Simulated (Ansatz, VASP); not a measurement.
# SiC (Moissanite 3C) in two plane-wave programs

Aim: how closely do two programs agree when they are given the same cell, functional and k mesh? The cell is taken from a series of runs on this material, whose earlier steps may have relaxed, scaled, displaced or heated it; both programs get it as it stands.

Program: Ansatz 0.2.0. Level of theory: plane waves, with VASP 6.6.1 beside it; zone-centre phonons at LDA. Results are calculated unless marked as measured.

## Step 1: Starting point

The structure is cubic, space group F-43m (No. 216). Conventional cell: a = 4.329 Å, b = 4.329 Å, c = 4.329 Å, α = 90.00°, β = 90.00°, γ = 90.00°. C has 4 Si at 1.87 Å nearest. Nearest to Si lie 4 C at 1.87 Å. Farther neighbours are not listed.

## Step 2: VASP: zone-centre phonons, LDA

Second derivatives magnify differences that forces hide, and they need a tight electronic threshold.

Lines of VASP's logs that name or quote its potential files are left out, and so is its time.

File INCAR:

```
SYSTEM = SiC
PREC = Accurate
ENCUT = 600
EDIFF = 1E-08
NELM = 120
ISMEAR = -1
SIGMA = 0.03
LREAL = .FALSE.
ALGO = Normal
GGA = PW92
NELECT = 8.020283
NBANDS = 10
LORBIT = 11
LWAVE = .FALSE.
LCHARG = .FALSE.
ISIF = 2
IBRION = 8
LASPH = .TRUE.
GGA_COMPAT = .FALSE.
KPAR = 2
```

File POSCAR:

```
SiC
1.0
    0.0000000000      2.1645341324      2.1645341324
    2.1645341324      0.0000000000      2.1645341324
    2.1645341324      2.1645341324      0.0000000000
C Si
1 1
Direct
    0.7500000000      0.7500000000      0.7500000000
    0.0000000000      0.0000000000      0.0000000000
```

File KPOINTS:

```
Automatic mesh
0
Gamma
29 29 29
0 0 0
```

Potentials, in the order of the species: C and Si (LDA family, release 64).

On the command line:

```console
> mpirun -np 2 vasp_std
```

Numbers of over 12 decimals in the logs are rounded to 6 here.

Log:

```text
[banner, memory and clock lines left out]
running    2 mpi-ranks, on    1 nodes
 distrk:  each k-point on    1 cores,    2 groups
 distr:  one band on    1 cores,    1 groups

 POSCAR found type information on POSCAR C Si
 POSCAR found :  2 types and       2 ions
|                                                                             |
|               ----> ADVICE to this user running VASP <----                  |
|                                                                             |
|     You enforced a specific xc type in the INCAR file but a different       |
|     [... a line on the potential file left out ...]
|     I HOPE YOU KNOW WHAT YOU ARE DOING!                                     |
|                                                                             |

 LDA part: xc-table for (Slater(with rela. corr.)+PW92), standard interpolation
 POSCAR, INCAR and KPOINTS ok, starting setup
 FFT: planning ... GRIDC
 FFT: planning ... GRID_SOFT
 FFT: planning ... GRID
 WAVECAR not read
 entering main loop
       N       E                     dE             d eps       ncg     rms          rms(c)
DAV:   1     0.422286791181E+01    0.42229E+01   -0.43701E+03 14144   0.762E+02
DAV:   2    -0.178611829216E+02   -0.22084E+02   -0.20885E+02 17744   0.119E+02
DAV:   3    -0.185545395155E+02   -0.69336E+00   -0.69197E+00 16242   0.185E+01
DAV:   4    -0.185576004108E+02   -0.30609E-02   -0.30606E-02 15592   0.154E+00
DAV:   5    -0.185576157484E+02   -0.15338E-04   -0.15336E-04 15858   0.101E-01BRMIX: very serious problems
 the old and the new charge density differ
 old charge density:     8.00000 new    8.02028
BRMIX: very serious problems
 the old and the new charge density differ
 old charge density:     8.00000 new    8.02028
    0.927E+00
DAV:   6    -0.165507489144E+02    0.20069E+01   -0.75859E+00 14270   0.133E+01    0.408E+00
DAV:   7    -0.164760093735E+02    0.74740E-01   -0.39248E-01 16164   0.393E+00    0.182E+00
DAV:   8    -0.164555382999E+02    0.20471E-01   -0.26861E-02 14532   0.107E+00    0.179E-01
DAV:   9    -0.164551783579E+02    0.35994E-03   -0.17598E-03 16894   0.247E-01    0.944E-02
DAV:  10    -0.164551919044E+02   -0.13547E-04   -0.11029E-04 14348   0.704E-02    0.318E-02
DAV:  11    -0.164551922622E+02   -0.35776E-06   -0.31013E-06 16342   0.119E-02    0.135E-02
DAV:  12    -0.164551920414E+02    0.22081E-06   -0.68462E-07 14194   0.432E-03    0.581E-04
DAV:  13    -0.164551920416E+02   -0.20907E-09   -0.28928E-08 15070   0.115E-03
   1 F= -.16455192E+02 E0= -.16455113E+02  d E =-.158251E-03
 Linear response reoptimize wavefunctions to high precision
DAV:   1    -0.164551920420E+02   -0.41473E-09   -0.39934E-10  9614   0.144E-04
DAV:   2    -0.164551920420E+02    0.15916E-11   -0.13744E-11  7160   0.332E-05
 Linear response DOF=           2
 Linear response progress:
  Degree of freedom:   1/  2
       N       E                     dE             d eps       ncg     rms          rms(c)
RMM:   1    -0.126924187874E+00   -0.12692E+00    0.54281E-02150063   0.209E+00
RMM:   2    -0.123688333630E+00    0.32359E-02   -0.25421E-03103202   0.411E-01    0.209E-01
RMM:   3    -0.123706307375E+00   -0.17974E-04   -0.79628E-04101898   0.176E-01    0.103E-01
RMM:   4    -0.124766298509E+00   -0.10600E-02   -0.61124E-04103012   0.147E-01    0.187E-02
RMM:   5    -0.124746616999E+00    0.19682E-04   -0.87274E-06108354   0.215E-02    0.181E-03
RMM:   6    -0.124754719916E+00   -0.81029E-05   -0.14031E-07112013   0.243E-03    0.882E-04
RMM:   7    -0.124750310402E+00    0.44095E-05   -0.39938E-08111477   0.497E-04    0.987E-05
RMM:   8    -0.124751035161E+00   -0.72476E-06   -0.31207E-09113424   0.107E-04    0.290E-05
RMM:   9    -0.124750965292E+00    0.69869E-07   -0.23929E-10117375   0.298E-05    0.331E-06
RMM:  10    -0.124750983613E+00   -0.18321E-07   -0.25413E-09114083   0.907E-06    0.186E-06
RMM:  11    -0.124750982228E+00    0.13853E-08    0.44551E-10 90384   0.650E-06    0.151E-07
 first order change of Fermi-energy   0.71364E-05
 force on displaced ion       1 direction 1 : -19.560   0.000   0.000
 Linear response progress:
  Degree of freedom:   2/  2
       N       E                     dE             d eps       ncg     rms          rms(c)
RMM:   1    -0.164642204383E-01   -0.16464E-01   -0.74752E-03160817   0.877E-01
RMM:   2    -0.144278264544E-01    0.20364E-02   -0.57528E-04103964   0.194E-01    0.132E-01
RMM:   3    -0.143411945153E-01    0.86632E-04   -0.64924E-05106057   0.481E-02    0.751E-02
RMM:   4    -0.144154109709E-01   -0.74216E-04   -0.61578E-05106708   0.470E-02    0.880E-03
RMM:   5    -0.144043634674E-01    0.11048E-04   -0.20207E-07108752   0.777E-03    0.130E-03
RMM:   6    -0.144022606735E-01    0.21028E-05   -0.81119E-08111193   0.754E-04    0.629E-04
RMM:   7    -0.144009239473E-01    0.13367E-05   -0.13860E-07111801   0.243E-04    0.799E-05
RMM:   8    -0.144009820412E-01   -0.58094E-07   -0.20973E-09116727   0.432E-05    0.196E-05
RMM:   9    -0.144010070309E-01   -0.24990E-07   -0.98294E-09115584   0.153E-05    0.316E-06
RMM:  10    -0.144009990902E-01    0.79408E-08    0.42233E-09111173   0.556E-06    0.105E-06
 first order change of Fermi-energy   0.46273E-05
 force on displaced ion       2 direction 1 : -19.563  -0.000  -0.000
 Linear response finished
```

OUTCAR, selected parts (step 2):

```text
NELECT = 8.020283

 ion  position               nearest neighbor table
   1  0.750  0.750  0.750-   2 1.87   2 1.87   2 1.87   2 1.87
   2  0.000  0.000  0.000-   1 1.87   1 1.87   1 1.87   1 1.87

  LATTYP: Found a face centered cubic cell.
 ALAT       =     4.3290682648

 Subroutine GETGRP returns: Found 24 space group operations
 (whereof 24 operations were pure point group operations)

The static configuration has the point symmetry T_d .

 Found    680 irreducible k-points:

   k-points           NKPTS =    680   k-points in BZ     NKDIM =    680   number of bands    NBANDS=     10

   dimension x,y,z NGX =    24 NGY =   24 NGZ =   24
   dimension x,y,z NGXF=    48 NGYF=   48 NGZF=   48

   ENCUT  =  600.0 eV  44.10 Ry    6.64 a.u.   6.11  6.11  6.11*2*pi/ulx,y,z

 k-points in reciprocal lattice and weights: Automatic mesh
   0.00000000  0.00000000  0.00000000       0.000
   0.03448276  0.00000000  0.00000000       0.000
   0.06896552  0.00000000  0.00000000       0.000
   0.10344828  0.00000000  0.00000000       0.000
   0.13793103  0.00000000  0.00000000       0.000
   0.17241379  0.00000000  0.00000000       0.000
   0.20689655  0.00000000  0.00000000       0.000
   0.24137931  0.00000000  0.00000000       0.000
   0.27586207  0.00000000  0.00000000       0.000
[...]
-0.27586207  0.48275862  0.20689655       0.001
  -0.27586207  0.48275862  0.24137931       0.001

 average (electrostatic) potential at core
       1 -48.7589       2 -81.6750

  Total        0.2165938      0.2165938      0.2165938     -0.0000000      0.0000000      0.0000000
  in kB       17.1093420     17.1093420     17.1093420     -0.0000000      0.0000000      0.0000000
  external PRESSURE =      17.1093420 kB  Pullay stress =       0.0000000 kB

  energy-cutoff  :      600.00
  volume of cell :       20.28
      direct lattice vectors                 reciprocal lattice vectors
     0.000000000  2.164534132  2.164534132    -0.230996588  0.230996588  0.230996588
     2.164534132  0.000000000  2.164534132     0.230996588 -0.230996588  0.230996588
     2.164534132  2.164534132  0.000000000     0.230996588  0.230996588 -0.230996588

 POSITION                                       TOTAL-FORCE (eV/Angst)
 -----------------------------------------------------------------------------------
      3.24680      3.24680      3.24680         0.000000      0.000000      0.000000
      0.00000      0.00000      0.00000        -0.000000     -0.000000     -0.000000
 -----------------------------------------------------------------------------------
    total drift:                               -0.000000     -0.000000     -0.000000

 Eigenvectors and eigenvalues of the dynamical matrix
 ----------------------------------------------------

   1 f  =   23.837763 THz   149.777084 2PiTHz  795.142193 cm-1    98.585023 meV
             X         Y         Z           dx          dy          dz
      3.246801  3.246801  3.246801     0.000000   -0.000000   -0.836905
      0.000000  0.000000  0.000000     0.000000   -0.000000    0.547349

   2 f  =   23.837763 THz   149.777084 2PiTHz  795.142193 cm-1    98.585023 meV
             X         Y         Z           dx          dy          dz
      3.246801  3.246801  3.246801    -0.000000    0.836905    0.000000
      0.000000  0.000000  0.000000    -0.000000   -0.547349    0.000000

   3 f  =   23.837763 THz   149.777084 2PiTHz  795.142193 cm-1    98.585023 meV
             X         Y         Z           dx          dy          dz
      3.246801  3.246801  3.246801     0.836905    0.000000    0.000000
      0.000000  0.000000  0.000000    -0.547349    0.000000    0.000000

   4 f/i=    0.000900 THz     0.005654 2PiTHz    0.030019 cm-1     0.003722 meV
             X         Y         Z           dx          dy          dz
      3.246801  3.246801  3.246801     0.210900   -0.349877   -0.364277
      0.000000  0.000000  0.000000     0.322470   -0.534967   -0.556985

   5 f/i=    0.000900 THz     0.005654 2PiTHz    0.030019 cm-1     0.003722 meV
             X         Y         Z           dx          dy          dz
      3.246801  3.246801  3.246801     0.115305    0.417685   -0.334417
      0.000000  0.000000  0.000000     0.176303    0.638647   -0.511328

   6 f/i=    0.000900 THz     0.005654 2PiTHz    0.030019 cm-1     0.003722 meV
             X         Y         Z           dx          dy          dz
      3.246801  3.246801  3.246801    -0.491748   -0.052116   -0.234645
      0.000000  0.000000  0.000000    -0.751891   -0.079686   -0.358776

 ELASTIC MODULI CONTR FROM IONIC RELAXATION (kBar)
 Direction    XX          YY          ZZ          XY          YZ          ZX
 --------------------------------------------------------------------------------
 XX          -0.0000     -0.0000      0.0000     -0.0000      0.0000      0.0000
 YY          -0.0000     -0.0000     -0.0000     -0.0000     -0.0000      0.0000
 ZZ           0.0000     -0.0000     -0.0000      0.0000     -0.0000      0.0000
 XY          -0.0000     -0.0000      0.0000   -293.6240      0.0000     -0.0000
 YZ           0.0000     -0.0000     -0.0000      0.0000   -293.6240      0.0000
 ZX           0.0000      0.0000      0.0000      0.0000      0.0000   -293.6240
 --------------------------------------------------------------------------------
```

The cell is charged against a uniform background.

## Step 3: Ansatz: zone-centre phonons, LDA

Ansatz runs on its PAW soft_1 files.

The same cell, functional (in two slightly different forms), mesh and smearing now go to Ansatz, which takes its cutoff from its data sets.

File input.yaml:

```yaml
crystal:
  lattice:
    - [0.0, 2.1645341324, 2.1645341324]
    - [2.1645341324, 0.0, 2.1645341324]
    - [2.1645341324, 2.1645341324, 0.0]
  atoms:
    - { symbol: C, position: [0.75, 0.75, 0.75] }
    - { symbol: Si, position: [0.0, 0.0, 0.0] }
total_charge: -0.020283
kpoints:
  mp_grid: { grid: [29, 29, 29] }
hamiltonian:
  xc: lda
  pseudopotentials: { kind: paw, azcp: { folder: soft_1 }, xc_functional: pbe }
scf:
  occupations: { method: fermi_dirac, width: 0.03 }
output:
  eigenvalues: true
phonons:
  method: dfpt
```

On the command line:

```console
> ansatz run input.yaml --threads 8 --pin off --max-ram 16384MiB --backend cpu --events-out ev --progress --plain --runs-dir out
```

Log:

```text
zone centre: on kpoints.mp_grid the ground state, and the responses unless they are solved on pairs of k-points, stand on 1800 of the mesh's 24389 k-points, reduced under 8 symmetry operations, with k and −k counted as one. Each operation leaves every solved displacement unchanged or reverses it
Engine: ansatz 0.2.0, aarch64-unknown-linux-gnu
Pseudopotentials: kind: paw
Pseudopotential: C, paw, valence charge 4, recommended cutoff 420 eV (normal), soft_1/C.paw.azcp
Pseudopotential: Si, paw, valence charge 4, recommended cutoff 420 eV (normal), soft_1/Si.paw.azcp
Functional definition: SPW92
  exchange = slater_x
  correlation = pw_c
Crystal: 2 atoms, lattice volume = 20.283 Å³
Basis set: ecut = 420 eV, 411 PW (Γ), exchange–correlation on 48×48×48 points (8 copies of the dense FFT grid, shifted against one another)
Bands: 9, of which v1, the nominal top of the filled ones, is band 4 counted from 1 (3 counted from 0)
Symmetry: 24 space group operations
k-points: 1800 of 24389 (irreducible under 8 space group operations, time reversal used)
Non-local potential: C, projectors of the file, l = 0: 2, l = 1: 2, l = 2: 1
Non-local potential: Si, projectors of the file, l = 0: 2, l = 1: 2, l = 2: 1
PAW form: soft (Blöchl's): semilocal exchange-correlation on the pseudo side does not see the compensation charge
PAW frozen core: C, regenerated for the run's functional, and the local potential with it (the file was generated under x = pbe(κ = 0.804, μ = 0.219515), c = pbe(β = 0.066725))
PAW frozen core: Si, regenerated for the run's functional, and the local potential with it (the file was generated under x = pbe(κ = 0.804, μ = 0.219515), c = pbe(β = 0.066725))
PAW one-centre angular grid: C, 110 points (default); XC on 64 Gauss nodes
PAW one-centre angular grid: Si, 110 points (default); XC on 64 Gauss nodes
Initial density: superposition of atomic densities (chi_scale 0.1, normalization cell, long waves kept (reshape's long-wave potential 0.00 eV rms))
Initial wavefunctions: pseudopotential atomic-orbital guess
Functional: x = slater, c = lda
SCF iter   1: F=—  HF=-853.528923 eV  |F-HF|=—  |Δ(HF+E_count)|=         —  Δρ=1.39e-1  dr2=4.75e0  ethr=3.10e-3  ⟨swp⟩=6.1  Hψ=132149  notcnv=0
preconditioner: auto → none  [insulator: Δε(μ)=0.089 eV  Ē_g=15.874 eV  σ=0.030 eV  W_gap=0.63  n_scr=0 (ndim 8)  ℏωp=23.4 eV  f_vac=0.000  D(μ)=0.05/eV (n_scr^D=0)  ε∞_Penn≈3.2]
SCF iter   2: F=—  HF=-852.083163 eV  |F-HF|=—  |Δ(HF+E_count)|=    1.45e0  Δρ=4.99e-2  dr2=3.26e-1  ethr=3.10e-3  ⟨swp⟩=3.1  Hψ=51783  notcnv=0  defer=1654
SCF iter   3: F=—  HF=-851.988455 eV  |F-HF|=—  |Δ(HF+E_count)|=   9.47e-2  Δρ=1.87e-2  dr2=3.67e-2  ethr=3.10e-3  ⟨swp⟩=2.4  Hψ=30700  notcnv=0  defer=1656
SCF iter   4: F=—  HF=-851.980188 eV  |F-HF|=—  |Δ(HF+E_count)|=   8.27e-3  Δρ=1.43e-3  dr2=2.11e-4  ethr=4.57e-4  ⟨swp⟩=2.0  Hψ=21838  notcnv=0  defer=1656
SCF iter   5: F=—  HF=-851.980250 eV  |F-HF|=—  |Δ(HF+E_count)|=   6.20e-5  Δρ=1.58e-4  dr2=1.63e-6  ethr=2.64e-6  ⟨swp⟩=2.4  Hψ=21717  notcnv=0  defer=1656
SCF iter   6: F=—  HF=-851.980251 eV  |F-HF|=—  |Δ(HF+E_count)|=   1.61e-6  Δρ=2.90e-5  dr2=7.46e-8  ethr=2.03e-8  ⟨swp⟩=2.1  Hψ=21437  notcnv=0  defer=1656
SCF iter   7: F=—  HF=-851.980251 eV  |F-HF|=—  |Δ(HF+E_count)|=   6.90e-8  Δρ=4.24e-6  dr2=1.32e-9  ethr=9.31e-10  ⟨swp⟩=1.1  Hψ=16012  notcnv=0  defer=1656
SCF iter   8: F=-851.980251 eV  HF=-851.980251 eV  |F-HF|=0.00e0  |Δ(HF+E_count)|=  1.82e-12  Δρ=8.11e-8  dr2=5.92e-13  ethr=1.00e-12  ⟨swp⟩=10.1  Hψ=96137  notcnv=0
SCF 1 converged in 8 iterations: F = -851.980251 eV  dr2 = 5.92e-13
  greatest PAW one-centre occupation: 0.643 electrons in one spin orbital (limit 2), on the C atom at site 0 (counted from 0), in its partial waves of l = 0
DFPT response loops at Γ: preconditioner auto → Kerker (q_TF=auto, 2.337 Å⁻¹) (partly filled bands, converged f_vac=0.000); β = 1.00, the filter's whole step (`scf.mixing.beta` (0.50) is not read by the response loops under this deck's `scf.mixing.preconditioner`; to damp them name `kerker` or `kerker_dos`, under which they read `scf.mixing.beta`, and type it under 1.00, their step now; both keys bind the ground state too); Broyden in place of MSR1
SCF converged after 8 iterations
Free energy (F): -851.980251 eV
Harris-Foulkes:  -851.980251 eV  (|F-HF|=0.00e0)
Internal energy: -851.980092 eV  (E = F + TS)
E sigma→0 (E₀):  -851.980172 eV
Entropy (-TS):   -0.000159 eV (-0.079 meV/atom)
Fermi energy:    11.272566 eV
--- Per-component energies (eV) ---
  E_band       = 28.765648
  E_kinetic    = 134.657484
  E_local      = -95.748887  (includes V_loc(G=0)·N_el)
  E_nonlocal   = 47.458585
  E_hartree    = 31.301602
  E_xc         = -105.435973
  E_vxc        = -109.416035  (∫ρ·V_xc dr)
  E_paw        = -577.673086  (= ΣΔE_a)
  E_vpaw       = -10.788750  (= ΣTr[D̂ρ^β])
  E_aug_tail   = 0.000048  (compensation charges beyond the density's cutoff)
  E_ewald      = -286.687028
  E_core_change = 0.147163  (= ΣΔE_core)
  E_smearing   = -0.000159  (= −TS)
  E_closure    = 0.000000  (closes the sum)
  E_deformation_potential = -0.373720  (in the stress; not in F)
  Σ components = -851.980251   (vs F -851.980251, Δ=0.00e0)
--- Band table (eV; the first three rows and the last of 1800) ---
  k-point 0: bands = ["-5.9951", "9.4870", "9.4870", "9.4870", "15.9810", "16.8211", "16.8211", "16.8211", "24.0686"]
  k-point 1: bands = ["-5.9713", "9.3538", "9.4699", "9.4699", "16.0397", "16.8341", "16.8537", "16.8537", "23.8855"]
  k-point 2: bands = ["-5.9002", "8.9797", "9.4202", "9.4202", "16.1450", "16.9228", "16.9457", "16.9457", "23.4819"]
  k-point 1799: bands = ["-0.5651", "2.4202", "4.3187", "4.7993", "14.6339", "18.8328", "18.8776", "19.5710", "23.6999"]
--- Phonons (Γ-DFPT): 2 representative perturbations + reference, on 1800 of 24389 k-points (Σ response iterations 5) ---
  k mesh reduced under 8 symmetry operations, with k and −k counted as one. Each operation leaves every solved displacement unchanged or reverses it
  ASR residual: 4.464e-5 → 0.000e0 eV/Å²; symmetrization residual: 2.242e-7 eV/Å²
  ASR residual per site (eV/Å²): 4.46e-5 2.87e-6
  Γ frequencies (cm⁻¹): 0.00 0.00 0.00 795.72 795.72 795.72
  non-analytic LO–TO correction: not included (Born effective charges unavailable; polar crystals: no LO–TO splitting at Γ)
```

## Step 4: Differences

Known differences besides the potentials themselves: the cutoff is 420 eV in Ansatz and 600 eV in VASP; VASP's log shows a relativistic correction to its local exchange, Ansatz's none. Total energies have different zeros and are not compared.

Compared:

```csv
quantity,Ansatz,VASP,difference
optical mode 1 to 3 (cm⁻¹),795.7,795.1,+0.07 %
```

Modes are paired by rising frequency, not by their patterns, so a pair may set unlike modes beside each other; they are those without the splitting of longitudinal modes. The cell carries a charge of -0.020283 e against a uniform background, so its pressure also hangs on how the neutralising background is counted, and in a defect's cell a gap may be the spacing between its levels.

## Step 5: What came out

```
r.m.s. difference of the optical zone-centre modes, each program's sorted by frequency (zone-centre phonons, LDA) : 0.58 cm⁻¹
```

**Reading.** The r.m.s. difference of the optical zone-centre modes, each program's sorted by frequency is 0.58 cm⁻¹ (zone-centre phonons, LDA). Such differences can come from data sets, numerical settings and the points named under the comparisons, not from the functional's error against experiment.

[Lines on the potential files, build, host, timing and source positions are cut from VASP's logs without a mark.]

[Logs are printed without paths, hosts, clocks, repeated set-up lines and the standing remarks that a program may print on its own settings, such as how far it seeks lower states.]

[Hosts, paths, dates, database ids (printed as entryN), source tags and the programs' standing remarks are cut or masked in the printed files.]
